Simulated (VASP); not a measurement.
Runs of VASP 6.6.1 on HfC. The structure is cubic, space group Fm-3m (No. 225). Conventional cell: a = 4.605 Å, b = 4.605 Å, c = 4.605 Å, α = 90.00°, β = 90.00°, γ = 90.00°. Hf (site symmetry m-3m) has 6 C at 2.30 Å as nearest neighbours. C (site symmetry m-3m) has 6 Hf at 2.30 Å as nearest neighbours. The cell is a database's computed one.

```tsv
level	potentials or basis	k mesh	cutoff (eV)	smearing	further INCAR settings	gap on the mesh (eV)	pressure (GPa)
r2SCAN	VASP PAW PBE potentials, release 64 (Hf_pv, C)	16 × 16 × 16	520	gaussian 0.1 eV	ALGO = Normal; EDIFF = 1e-06	none	(a)
PBEsol	VASP PAW PBE potentials, release 64 (Hf_pv, C)	16 × 16 × 16	700	gaussian 0.1 eV	ALGO = Fast; EDIFF = 1e-06	none	-0.1
PBEsol	VASP PAW PBE potentials, release 64 (Hf_pv, C_h)	16 × 16 × 16	900	gaussian 0.1 eV	ALGO = Fast; EDIFF = 1e-06	none	-0.1
PBEsol	VASP PAW PBE potentials, release 64 (Hf_pv, C)	24 × 24 × 24	520	gaussian 0.1 eV	ALGO = Fast; EDIFF = 1e-06	none	0.0
PBEsol	VASP PAW PBE potentials, release 64 (Hf_pv, C)	16 × 16 × 16	520	gaussian 0.5 eV	ALGO = Fast; EDIFF = 1e-06	none	0.1
```

Alike in all rows: task single point; no spin polarisation; cell as given.

**Question.** Estimate the missing entries.

**Answer.** (a) 5.0.

Caveats: the PAW data sets were made with another functional, which shifts forces and pressure a little; the cutoff is under 1.25 times the usual one of these potentials, so pressure, stress and relaxed cells hold a basis-set (Pulay) error (some runs).

A k mesh can miss the band edges, and the runs leave out spin-orbit coupling on Hf.

A gap of «none» marks a metal or a gap under the smearing width.

Not every run made on this cell is shown here.
